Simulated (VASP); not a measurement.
Data:

```
Li2Se
1.0
    0.00000     3.06000     3.06000
    3.06000     0.00000     3.06000
    3.06000     3.06000     0.00000
Li Se
2 1
Cartesian
  1.53000   1.53000   1.53000
  4.59000   4.59000   4.59000
  0.00000   0.00000   0.00000
```

These are PBE GGA, VASP's PBE PAW potentials (set 64) (plane waves; VASP) values and carry that method's errors. Run with 520 eV cut-off, 6×6×6 Γ-centred mesh, Gaussian smearing of 0.050 eV, potentials Li_sv Se.

Give the stress tensor in GPa (positive for a compressed cell).

```
-1.71   0.00   0.00
 0.00  -1.71   0.00
 0.00   0.00  -1.71
```
The pressure is its mean diagonal, -1.71 GPa.

The compound is Li2Se in the antifluorite structure. The cell was not relaxed at this level.
